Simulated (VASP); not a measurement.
Input:

```
Te
1.0
    4.06604     0.00000     0.00000
   -2.03302     3.52129     0.00000
    0.00000     0.00000     4.36993
Te
2
Direct
  0.33333   0.66667   0.25000
  0.66667   0.33333   0.75000
```

Method: r2SCAN meta-GGA, VASP's PBE PAW potentials (set 64) (plane waves; VASP). Numerical set-up: 400 eV cut-off, 12×12×9 Γ-centred mesh, tetrahedra with Blöchl corrections, potentials Te.

Unless said otherwise, spin-orbit coupling is left out, though it shifts the bands of the heavy elements here.

### Question
What does the run give for the energy per atom (σ→0), band gap (over mesh and band path) with the smallest direct gap where there is one?

### Answer

```yaml
band gap (over mesh and band path): none (metal, semimetal or under 0.01 eV)
energy per atom (σ→0): -25.182 eV/atom
```

The absolute energy has meaning only against runs of the same code, potentials and settings.

The structure was generated: Te was put into the hcp type (P6_3/mmc), which need not be its known phase. It was relaxed first, which changed the volume by +11 %.
